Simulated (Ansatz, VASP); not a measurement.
## Si2MoP4 (MoSi2P4 monolayer) in two plane-wave programs

One calculation is typed for both programs; each brings its own data sets. How far apart do they land? The cell is taken from a series of runs on this material, whose earlier steps may have relaxed, scaled, displaced or heated it; both programs get it as it stands.

Method: plane waves, with VASP 6.6.1 beside it; single point at PBE with D3(BJ), in Ansatz 0.2.0.

## Step 1: The starting structure

The cell holds 7 atoms: 4 P, 2 Si and 1 Mo. Cell: a = 3.415 Å, b = 3.415 Å, c = 27.427 Å, α = 90.0°, β = 90.0°, γ = 120.0°. Vacuum lies along c.

## Step 2: Ansatz: single point, PBE with D3(BJ)

Ansatz runs on its PAW soft_1 files.

A single point gives forces, pressure and levels at one fixed geometry, so differences don't come from the geometry; what else differs is listed under the comparison.

input.yaml

```yaml
crystal:
  lattice:
    - [3.4149895619, 0.0, 0.0]
    - [-1.7074947809, 2.9574677142, 0.0]
    - [0.0, 0.0, 27.4267094094]
  atoms:
    - { symbol: P, position: [0.0, 0.0, 0.3281472766] }
    - { symbol: Si, position: [0.3333333333, 0.6666666667, 0.3662368305] }
    - { symbol: P, position: [0.3333333333, 0.6666666667, 0.447768335] }
    - { symbol: Mo, position: [0.0, 0.0, 0.5] }
    - { symbol: P, position: [0.3333333333, 0.6666666667, 0.552231665] }
    - { symbol: Si, position: [0.3333333333, 0.6666666667, 0.6337631695] }
    - { symbol: P, position: [0.0, 0.0, 0.6718527234] }
kpoints:
  mp_grid: { grid: [18, 18, 1] }
  band_path:
    path: [[0, 0, 0], [0.5, 0, 0], [0.33333333, 0.33333333, 0], [0, 0, 0]]
    npoints: 16
hamiltonian:
  xc: pbe
  dispersion: d3bj
  pseudopotentials: { kind: paw, azcp: { folder: soft_1 } }
scf:
  occupations: { method: fermi_dirac, width: 0.02585 }
  convergence: { dr2_threshold: 1.0e-10 }
efield:
  axis: 3
  dipole_correction: true
  ramp_position: 0.97
  ramp_width: 0.06
  amplitude: 0
output:
  dos: { projected: true, e_range: [-6, 5] }
  write_potential: true
  write_density: true
  volumetric_format: npy
  elf: true
```

On the command line:

```console
ansatz run input.yaml --threads 2 --pin off --max-ram 3072MiB --backend cpu --events-out ev --progress --plain --runs-dir out
```

Numbers of over 12 decimals in the logs are rounded to 6 here.

The program printed:

```text
Engine: ansatz 0.2.0, aarch64-unknown-linux-gnu
Pseudopotentials: kind: paw
Pseudopotential: P, paw, valence charge 5, recommended cutoff 420 eV (normal), soft_1/P.paw.azcp
Pseudopotential: Si, paw, valence charge 4, recommended cutoff 420 eV (normal), soft_1/Si.paw.azcp
Pseudopotential: Mo, paw, valence charge 14, recommended cutoff 420 eV (normal), soft_1/Mo.paw.azcp
Functional definition: PBE
  parameter kappa = 0.804
  parameter beta = 0.066725
  exchange = pbe_x(kappa = kappa, mu = beta*pi^2/3)
  correlation = pbe_c(beta = beta)
Crystal: 7 atoms, lattice volume = 277.002 Å³
Basis set: ecut = 420 eV, 5395 PW (Γ)
Bands: 28, of which v1, the nominal top of the filled ones, is band 21 counted from 1 (20 counted from 0)
Symmetry: 6 space group operations
k-points: 37 of 324 (time reversal used)
Non-local potential: P, projectors of the file, l = 0: 2, l = 1: 2, l = 2: 1
Non-local potential: Si, projectors of the file, l = 0: 2, l = 1: 2, l = 2: 1
Non-local potential: Mo, projectors of the file, l = 0: 3, l = 1: 2, l = 2: 2, l = 3: 1
PAW form: soft (Blöchl's): semilocal exchange-correlation on the pseudo side does not see the compensation charge
PAW one-centre angular grid: P, 110 points (default); XC on 64 Gauss nodes
PAW one-centre angular grid: Si, 110 points (default); XC on 64 Gauss nodes
PAW one-centre angular grid: Mo, 590 points (default); XC on 64 Gauss nodes
Initial density: superposition of atomic densities (neutral atoms: chi_scale 0, normalization atom)
Initial wavefunctions: pseudopotential atomic-orbital guess
Functional: x = pbe(κ = 0.804, μ = 0.219515), c = pbe(β = 0.066725)
SCF iter   1: F=—  HF=-9256.916322 eV  |F-HF|=—  |Δ(HF+E_count)|=         —  Δρ=4.48e-2  dr2=7.15e0  ethr=3.10e-3  p=0.000 e·Å  D=6.37e-14 V/Å  ΔV_dip=-0.00 eV  dr2_dipole=2.05e-10  V_vac-E_F(+/−)=5.85/5.85 eV  ⟨swp⟩=12.4  Hψ=7716  notcnv=0
efield: sawtooth ramp at fractional position 0.9700 (set: `efield.ramp_position`, or a place that a band, a saddle search or an elastic batch's reference lends), width 0.0600; the density the first Hamiltonian is built on has a dipole p = 0.000 e·Å; the dipole correction subtracts the counter field D = 6.37e-14 V/Å, which shifts the + side's vacuum level by -0.00 eV against the − side's; the planar-averaged density in the ramp window peaks in size at 9.2e-7 e/Å³
preconditioner: auto → none  [insulator: Δε(μ)=0.999 eV  Ē_g=8.396 eV  σ=0.026 eV  W_gap=1.00  n_scr=16 (ndim 8)  ℏωp=13.0 eV  f_vac=0.512  D(μ)=0.00/eV (n_scr^D=0)  ε∞_Penn≈3.4]
SCF iter   2: F=—  HF=-9257.237627 eV  |F-HF|=—  |Δ(HF+E_count)|=   3.21e-1  Δρ=4.79e-2  dr2=1.92e1  ethr=3.10e-3  p=-0.000 e·Å  D=-8.17e-6 V/Å  ΔV_dip=0.00 eV  dr2_dipole=3.46e-8  V_vac-E_F(+/−)=6.38/6.38 eV  ⟨swp⟩=4.5  Hψ=3125  notcnv=0  defer=65  recentre
preconditioner: auto → LDOS  [insulator: Δε(μ)=0.105 eV  Ē_g=7.826 eV  σ=0.026 eV  W_gap=0.60  n_scr=16 (ndim 8)  ℏωp=13.0 eV  f_vac=0.518  D(μ)=0.56/eV (n_scr^D=4)  ε∞_Penn≈3.8  β→1.0]
SCF iter   3: F=—  HF=-9255.657471 eV  |F-HF|=—  |Δ(HF+E_count)|=    1.58e0  Δρ=2.57e-2  dr2=2.74e0  ethr=3.10e-3  p=-0.000 e·Å  D=-4.72e-5 V/Å  ΔV_dip=0.00 eV  dr2_dipole=2.05e-7  V_vac-E_F(+/−)=4.92/4.92 eV  ⟨swp⟩=4.5  Hψ=2747  notcnv=0  defer=68
SCF iter   4: F=—  HF=-9255.168638 eV  |F-HF|=—  |Δ(HF+E_count)|=   4.89e-1  Δρ=3.88e-3  dr2=6.80e-2  ethr=3.10e-3  p=0.000 e·Å  D=1.39e-4 V/Å  ΔV_dip=-0.00 eV  dr2_dipole=2.72e-6  V_vac-E_F(+/−)=5.05/5.05 eV  ⟨swp⟩=3.8  Hψ=2299  notcnv=0  defer=69
SCF iter   5: F=—  HF=-9255.156408 eV  |F-HF|=—  |Δ(HF+E_count)|=   1.22e-2  Δρ=9.99e-4  dr2=1.85e-2  ethr=1.62e-4  p=-0.001 e·Å  D=-6.63e-4 V/Å  ΔV_dip=0.02 eV  dr2_dipole=6.84e-5  V_vac-E_F(+/−)=5.05/5.04 eV  ⟨swp⟩=3.7  Hψ=2318  notcnv=0  defer=69
SCF iter   6: F=—  HF=-9255.155211 eV  |F-HF|=—  |Δ(HF+E_count)|=   1.20e-3  Δρ=6.68e-4  dr2=1.24e-2  ethr=4.41e-5  p=0.002 e·Å  D=1.24e-3 V/Å  ΔV_dip=-0.03 eV  dr2_dipole=2.37e-4  V_vac-E_F(+/−)=4.81/4.84 eV  ⟨swp⟩=3.5  Hψ=1806  notcnv=0  defer=69
SCF iter   7: F=—  HF=-9255.153895 eV  |F-HF|=—  |Δ(HF+E_count)|=   1.32e-3  Δρ=3.06e-4  dr2=1.25e-3  ethr=2.96e-5  p=-0.001 e·Å  D=-5.94e-4 V/Å  ΔV_dip=0.02 eV  dr2_dipole=5.34e-5  V_vac-E_F(+/−)=4.91/4.89 eV  ⟨swp⟩=2.2  Hψ=1205  notcnv=0  defer=69
SCF iter   8: F=—  HF=-9255.153828 eV  |F-HF|=—  |Δ(HF+E_count)|=   6.69e-5  Δρ=1.77e-4  dr2=8.19e-4  ethr=2.98e-6  p=0.002 e·Å  D=1.62e-3 V/Å  ΔV_dip=-0.04 eV  dr2_dipole=4.01e-4  V_vac-E_F(+/−)=4.91/4.95 eV  ⟨swp⟩=2.1  Hψ=1428  notcnv=0  defer=69
SCF iter   9: F=—  HF=-9255.153762 eV  |F-HF|=—  |Δ(HF+E_count)|=   6.61e-5  Δρ=7.44e-5  dr2=4.45e-5  ethr=1.95e-6  p=0.000 e·Å  D=3.15e-4 V/Å  ΔV_dip=-0.01 eV  dr2_dipole=1.64e-5  V_vac-E_F(+/−)=4.92/4.93 eV  ⟨swp⟩=1.9  Hψ=1073  notcnv=0  defer=69
SCF iter  10: F=—  HF=-9255.153759 eV  |F-HF|=—  |Δ(HF+E_count)|=   2.39e-6  Δρ=2.15e-5  dr2=1.37e-6  ethr=1.06e-7  p=0.000 e·Å  D=5.95e-5 V/Å  ΔV_dip=-0.00 eV  dr2_dipole=2.75e-7  V_vac-E_F(+/−)=4.93/4.93 eV  ⟨swp⟩=2.1  Hψ=1497  notcnv=0  defer=69
SCF iter  11: F=—  HF=-9255.153763 eV  |F-HF|=—  |Δ(HF+E_count)|=   4.02e-6  Δρ=1.27e-5  dr2=2.10e-6  ethr=3.25e-9  p=-0.000 e·Å  D=-6.41e-5 V/Å  ΔV_dip=0.00 eV  dr2_dipole=1.33e-7  V_vac-E_F(+/−)=4.93/4.93 eV  ⟨swp⟩=2.8  Hψ=1951  notcnv=0  defer=69
SCF iter  12: F=—  HF=-9255.153763 eV  |F-HF|=—  |Δ(HF+E_count)|=   1.29e-7  Δρ=7.12e-6  dr2=2.93e-7  ethr=3.25e-9  p=0.000 e·Å  D=1.50e-5 V/Å  ΔV_dip=-0.00 eV  dr2_dipole=5.55e-9  V_vac-E_F(+/−)=4.93/4.93 eV  ⟨swp⟩=2.0  Hψ=1385  notcnv=0  defer=69
SCF iter  13: F=—  HF=-9255.153763 eV  |F-HF|=—  |Δ(HF+E_count)|=   2.54e-8  Δρ=1.85e-6  dr2=7.77e-9  ethr=6.98e-10  p=0.000 e·Å  D=2.30e-6 V/Å  ΔV_dip=-0.00 eV  dr2_dipole=1.86e-10  V_vac-E_F(+/−)=4.93/4.93 eV  ⟨swp⟩=2.3  Hψ=1401  notcnv=0  defer=69
SCF iter  14: F=—  HF=-9255.153763 eV  |F-HF|=—  |Δ(HF+E_count)|=   9.00e-9  Δρ=5.81e-7  dr2=1.03e-9  ethr=1.85e-11  p=0.000 e·Å  D=1.66e-7 V/Å  ΔV_dip=-0.00 eV  dr2_dipole=8.95e-12  V_vac-E_F(+/−)=4.93/4.93 eV  ⟨swp⟩=2.3  Hψ=1718  notcnv=0  defer=69
SCF iter  15: F=—  HF=-9255.153763 eV  |F-HF|=—  |Δ(HF+E_count)|=  5.66e-10  Δρ=1.70e-7  dr2=1.06e-10  ethr=2.45e-12  p=-0.000 e·Å  D=-4.17e-8 V/Å  ΔV_dip=0.00 eV  dr2_dipole=3.30e-14  V_vac-E_F(+/−)=4.93/4.93 eV  ⟨swp⟩=2.3  Hψ=1630  notcnv=0  defer=69
SCF iter  16: F=-9255.153763 eV  HF=-9255.153763 eV  |F-HF|=1.82e-11  |Δ(HF+E_count)|=  9.09e-11  Δρ=7.78e-8  dr2=5.30e-11  ethr=1.00e-12  p=0.000 e·Å  D=1.38e-8 V/Å  ΔV_dip=-0.00 eV  dr2_dipole=4.20e-13  V_vac-E_F(+/−)=4.93/4.93 eV  ⟨swp⟩=13.2  Hψ=3844  notcnv=0
SCF 1 converged in 16 iterations: F = -9255.153763 eV  dr2 = 5.30e-11
  greatest PAW one-centre occupation: 0.999 electrons in one spin orbital (limit 2), on the Mo atom at site 3 (counted from 0), in its partial waves of l = 0
NSCF: frozen V_eff on 49 k-points
efield: sawtooth ramp at fractional position 0.9700 (kept from the solve that this one continues, or follows in the run), width 0.0600; the density the first Hamiltonian is built on has a dipole p = 0.000 e·Å; the dipole correction subtracts the counter field D = 1.38e-8 V/Å, which shifts the + side's vacuum level by -0.00 eV against the − side's; the planar-averaged density in the ramp window peaks in size at 8.6e-7 e/Å³
WARN: The output density's exchange-correlation potential varies sharply where the density is thin. Do not read a vacuum level from v_tot or v_xc, or from such a field of the output density. On a cell that repeats whose density bears no net charge and no dipole along the vacuum's axis use v_es (v_loc + v_h of the components); under efield.dipole_correction with no amplitude use v_es + v_field, which holds any externa [...]
SCF converged after 16 iterations
Free energy (F): -9255.153763 eV
Harris-Foulkes:  -9255.153763 eV  (|F-HF|=1.82e-11)
Internal energy: -9255.153763 eV  (E = F + TS)
E sigma→0 (E₀):  -9255.153763 eV
Fermi energy:    1.470436 eV
Dipole field:    D = -0.000001 V/Å  (p = -0.000001 e·Å, saw-weighted, corrected)
Work function:   Φ+ = 4.9297 eV   Φ− = 4.9296 eV
Levels:          The Fermi level and band energies are counted from a zero that moves with the ramp; work functions are not
--- Per-component energies (eV) ---
  E_band       = -462.149363
  E_kinetic    = 784.687245
  E_local      = -30753.788600  (includes V_loc(G=0)·N_el)
  E_nonlocal   = 323.666738
  E_hartree    = 14969.675350
  E_xc         = -583.060154
  E_vxc        = -562.334710  (∫ρ·V_xc dr)
  E_paw        = -6467.917790  (= ΣΔE_a)
  E_vpaw       = -193.731923  (= ΣTr[D̂ρ^β])
  E_aug_tail   = 0.000116  (compensation charges beyond the density's cutoff)
  E_efield     = 0.000000  (sawtooth field / dipole correction)
  E_vefield    = 0.000000  (∫n·V_field dr)
  E_ewald      = 12474.116913
  E_disp       = -2.533581  (pairwise vdW)
  E_smearing   = -0.000000  (= −TS)
  E_closure    = 0.000000  (closes the sum)
  Σ components = -9255.153763   (vs F -9255.153763, Δ=0.00e0)
--- Band table (eV; the first three rows and the last of 37) ---
  k-point 0: bands = [... 17 lower, 0.3523, 0.4114, 0.4114, 0.7466, 3.7836, 3.7836, 4.0921, 4.0921, ... 3 higher]
  k-point 1: bands = [... 17 lower, 0.2234, 0.2554, 0.3209, 0.7665, 3.6707, 3.8719, 3.9335, 4.1157, ... 3 higher]
  k-point 2: bands = [... 17 lower, 0.0083, 0.0905, 0.1639, 0.7240, 3.4231, 3.5662, 4.0898, 4.0929, ... 3 higher]
  k-point 36: bands = [... 17 lower, -1.7136, -0.4916, 0.1928, 0.9753, 1.9654, 2.5199, 2.6456, 3.5584, ... 3 higher]
```

## Step 3: VASP: single point, PBE with D3(BJ)

The same cell, functional, mesh and smearing now go to VASP, with its own data sets.

Lines of VASP's logs that name or quote its potential files are left out, and so is its time.

INCAR

```
SYSTEM = Si2MoP4
PREC = Accurate
ENCUT = 400
EDIFF = 1E-06
NELM = 120
ISMEAR = -1
SIGMA = 0.02585
LREAL = .FALSE.
ALGO = Normal
GGA = PE
IVDW = 12
NBANDS = 28
LASPH = .TRUE.
LORBIT = 11
LWAVE = .FALSE.
LCHARG = .FALSE.
ISIF = 2
LDIPOL = .TRUE.
IDIPOL = 3
DIPOL = 0.5 0.5 0.5
LVHAR = .TRUE.
GGA_COMPAT = .FALSE.
EFERMI = MIDGAP
NELMDL = -8
KPAR = 2
```

POSCAR

```
Si2MoP4
1.0
    3.4149895619      0.0000000000      0.0000000000
   -1.7074947809      2.9574677142      0.0000000000
    0.0000000000      0.0000000000     27.4267094094
P Si Mo
4 2 1
Direct
    0.0000000000      0.0000000000      0.3281472766
    0.3333333333      0.6666666667      0.4477683350
    0.3333333333      0.6666666667      0.5522316650
    0.0000000000      0.0000000000      0.6718527234
    0.3333333333      0.6666666667      0.3662368305
    0.3333333333      0.6666666667      0.6337631695
    0.0000000000      0.0000000000      0.5000000000
```

KPOINTS

```
Automatic mesh
0
Gamma
18 18 1
0 0 0
```

The projector-augmented-wave data sets are P, Si and Mo_sv (PBE family, release 64).

On the command line:

```console
mpirun -np 2 vasp_std
```

The program printed:

```text
[banner, memory and clock lines left out]
running    2 mpi-ranks, on    1 nodes
 distrk:  each k-point on    1 cores,    2 groups
 distr:  one band on    1 cores,    1 groups

 POSCAR found type information on POSCAR P SiMo
 POSCAR found :  3 types and       7 ions
 LDA part: xc-table for (Slater+PW92), standard interpolation
 POSCAR, INCAR and KPOINTS ok, starting setup
 FFT: planning ... GRIDC
 FFT: planning ... GRID_SOFT
 FFT: planning ... GRID
 WAVECAR not read
 entering main loop
       N       E                     dE             d eps       ncg     rms          rms(c)
DAV:   1     0.192659738948E+03    0.19266E+03   -0.17572E+04  2656   0.979E+02
DAV:   2    -0.311735679695E+02   -0.22383E+03   -0.21891E+03  2636   0.219E+02
DAV:   3    -0.467850136894E+02   -0.15611E+02   -0.15356E+02  2548   0.534E+01
DAV:   4    -0.473007004560E+02   -0.51569E+00   -0.51296E+00  3232   0.991E+00
DAV:   5    -0.473110638933E+02   -0.10363E-01   -0.10356E-01  2852   0.133E+00
DAV:   6    -0.473115439798E+02   -0.48009E-03   -0.48002E-03  3368   0.257E-01
DAV:   7    -0.473115530441E+02   -0.90643E-05   -0.90639E-05  2856   0.287E-02
DAV:   8    -0.473115533696E+02   -0.32550E-06   -0.32540E-06  2600   0.475E-03    0.223E+01
DAV:   9    -0.459920152242E+02    0.13195E+01   -0.99220E+00  2428   0.155E+01    0.753E+00
DAV:  10    -0.457605750214E+02    0.23144E+00   -0.53041E+00  2576   0.123E+01    0.637E+00
DAV:  11    -0.455182906442E+02    0.24228E+00   -0.14795E+00  2540   0.662E+00    0.124E+00
DAV:  12    -0.455116289051E+02    0.66617E-02   -0.12384E-01  2512   0.177E+00    0.671E-01
DAV:  13    -0.455109085799E+02    0.72033E-03   -0.11753E-02  2972   0.541E-01    0.361E-01
DAV:  14    -0.455106262849E+02    0.28230E-03   -0.17461E-03  2640   0.193E-01    0.137E-01
[...]
DAV:  21    -0.455108279264E+02   -0.17050E-04   -0.10435E-06  1972   0.343E-03    0.356E-03
DAV:  22    -0.455108504907E+02   -0.22564E-04   -0.57717E-07  1736   0.262E-03    0.298E-03
DAV:  23    -0.455108609961E+02   -0.10505E-04   -0.42901E-07  1780   0.192E-03    0.827E-04
DAV:  24    -0.455108648181E+02   -0.38220E-05   -0.37283E-07  1720   0.185E-03    0.191E-03
DAV:  25    -0.455108672453E+02   -0.24272E-05   -0.62701E-08  1540   0.914E-04    0.845E-04
DAV:  26    -0.455108688744E+02   -0.16291E-05   -0.42252E-08  1452   0.814E-04    0.112E-03
DAV:  27    -0.455108703461E+02   -0.14716E-05   -0.41356E-08  1532   0.633E-04    0.163E-04
DAV:  28    -0.455108711728E+02   -0.82673E-06   -0.18133E-08  1456   0.339E-04
   1 F= -.48044173E+02 E0= -.48044173E+02  d E =-.695236E-10
```

OUTCAR, selected parts (step 3):

```text
ion  position               nearest neighbor table
   1  0.000  0.000  0.328-   5 2.23   5 2.23   5 2.23
   2  0.333  0.667  0.448-   5 2.24   7 2.44   7 2.44   7 2.44   3 2.87
   3  0.333  0.667  0.552-   6 2.24   7 2.44   7 2.44   7 2.44   2 2.87
   4  0.000  0.000  0.672-   6 2.23   6 2.23   6 2.23
   5  0.333  0.667  0.366-   1 2.23   1 2.23   1 2.23   2 2.24
   6  0.333  0.667  0.634-   4 2.23   4 2.23   4 2.23   3 2.24
   7  0.000  0.000  0.500-   2 2.44   3 2.44   2 2.44   3 2.44   2 2.44   3 2.44

  LATTYP: Found a hexagonal cell.
 ALAT       =     3.4149895619
 C/A-ratio  =     8.0312718128

 Subroutine GETGRP returns: Found 12 space group operations
 (whereof 12 operations were pure point group operations)

The static configuration has the point symmetry D_3h.

 Found     37 irreducible k-points:

   k-points           NKPTS =     37   k-points in BZ     NKDIM =     37   number of bands    NBANDS=     28

   dimension x,y,z NGX =    24 NGY =   24 NGZ =  180
   dimension x,y,z NGXF=    48 NGYF=   48 NGZF=  360

   ENCUT  =  400.0 eV  29.40 Ry    5.42 a.u.   5.57  5.57 44.73*2*pi/ulx,y,z

   NELECT =      42.0000    total number of electrons

 k-points in reciprocal lattice and weights: Automatic mesh
   0.00000000  0.00000000  0.00000000       0.003
   0.05555556  0.00000000  0.00000000       0.019
   0.11111111  0.00000000  0.00000000       0.019
   0.16666667 -0.00000000  0.00000000       0.019
   0.22222222  0.00000000  0.00000000       0.019
   0.27777778  0.00000000  0.00000000       0.019
   0.33333333  0.00000000  0.00000000       0.019
   0.38888889  0.00000000  0.00000000       0.019
   0.44444444  0.00000000  0.00000000       0.019
[...]
0.33333333  0.27777778  0.00000000       0.037
   0.33333333  0.33333333  0.00000000       0.006

 dipolmoment           0.000000      0.000000     -0.000000 electrons x Angstroem

 average (electrostatic) potential at core
       1 -87.9028       2 -88.0295       3 -88.0295       4 -87.9028       5 -89.3385
       6 -89.3385       7 -81.1039

 E-fermi :   0.6560

 k-point     1 :       0.0000    0.0000    0.0000
  band No.  band energies     occupation
    ...
     17      -0.4483      2.00000
     18      -0.4483      2.00000
     19      -0.3901      2.00000
     20      -0.3901      2.00000
     21      -0.0684      2.00000
     22       2.9707      0.00000
     23       2.9707      0.00000
     24       3.2831      0.00000
     25       3.2831      0.00000
     26       3.9890      0.00000
    ...

 k-point     2 :       0.0556    0.0000    0.0000
  band No.  band energies     occupation
    ...
     17      -0.8259      2.00000
     18      -0.5853      2.00000
     19      -0.5453      2.00000
     20      -0.4808      2.00000
     21      -0.0490      2.00000
     22       2.8585      0.00000
     23       3.0588      0.00000
     24       3.1245      0.00000
     25       3.3054      0.00000
     26       4.2110      0.00000
    ...

 k-point     3 :       0.1111    0.0000    0.0000
  band No.  band energies     occupation
    ...
     17      -1.3647      2.00000
     18      -0.7925      2.00000
     19      -0.7119      2.00000
     20      -0.6528      2.00000
     21      -0.0923      2.00000
     22       2.6129      0.00000
     23       2.7577      0.00000
     24       3.2763      0.00000
     25       3.2800      0.00000
     26       4.0601      0.00000
    ...

 Edisp (eV)   -2.53330

  Total      -0.16057    -0.16057    -0.26284    -0.00000     0.00000     0.00000
  in kB      -0.92874    -0.92874    -1.52027    -0.00000     0.00000     0.00000
  external pressure =       -1.13 kB  Pullay stress =        0.00 kB

  energy-cutoff  :      400.00
  volume of cell :      277.00
      direct lattice vectors                 reciprocal lattice vectors
     3.414989562  0.000000000  0.000000000     0.292826664  0.169063553  0.000000000
    -1.707494781  2.957467714  0.000000000     0.000000000  0.338127106  0.000000000
     0.000000000  0.000000000 27.426709409     0.000000000  0.000000000  0.036460809

 POSITION                                       TOTAL-FORCE (eV/Angst)
 -----------------------------------------------------------------------------------
      0.00000      0.00000      9.00000        -0.000000      0.000000      0.032555
     -0.00000      1.97165     12.28081         0.000000     -0.000000     -0.020200
     -0.00000      1.97165     15.14590         0.000000      0.000000      0.020200
      0.00000      0.00000     18.42671         0.000000      0.000000     -0.032555
     -0.00000      1.97165     10.04467        -0.000000     -0.000000     -0.016539
     -0.00000      1.97165     17.38204        -0.000000     -0.000000      0.016539
      0.00000      0.00000     13.71335         0.000000      0.000000      0.000000
 -----------------------------------------------------------------------------------
    total drift:                                0.000000     -0.000000     -0.000000

  FREE ENERGIE OF THE ION-ELECTRON SYSTEM (eV)
  ---------------------------------------------------
  free  energy   TOTEN  =       -48.0441733045 eV

  energy  without entropy=      -48.0441733044  energy(sigma->0) =      -48.04417330

 vacuum level on the upper side and lower side of the slab         5.574         5.574

 total charge
# of ion       s       p       d       tot
------------------------------------------
    1        1.068   1.493   0.000   2.560
    2        1.025   1.503   0.000   2.528
    3        1.025   1.503   0.000   2.528
    4        1.068   1.493   0.000   2.560
    5        0.743   0.919   0.000   1.661
    6        0.743   0.919   0.000   1.661
    7        2.283   6.197   4.046  12.526
--------------------------------------------------
tot          7.955  14.026   4.046  26.026

[... 3 further parts left out ...]
```

## Step 4: Side by side

Known differences besides the potentials themselves: the cutoff is 420 eV in Ansatz and 400 eV in VASP. Total energies have different zeros and are not compared.

Both answers:

```csv
quantity,Ansatz,VASP,difference
gap on the k mesh (eV),0.990,0.992,-0.002
```

A gap on the mesh is an upper bound, since the band edges may lie between its points. With vacuum in the cell, a pressure given here is an average over mostly empty space and none of the material.

## Step 5: Outcome

```
difference in gap on the k mesh (single point, PBE with D3(BJ)) : -0.0018 eV
```

In words: The difference in gap on the k mesh is -0.0018 eV (single point, PBE with D3(BJ)), within the 0.08 eV picked in this series as the mark of a large difference. How closely two codes agree says nothing of how well the functional describes the real material.

[Lines on the potential files, build, host, timing and source positions are cut from VASP's logs without a mark.]

[Logs are printed without paths, hosts, clocks, repeated set-up lines and the standing remarks that a program may print on its own settings, such as how far it seeks lower states.]

[Hosts, paths, dates, database ids (printed as entryN), source tags and the programs' standing remarks are cut or masked in the printed files.]
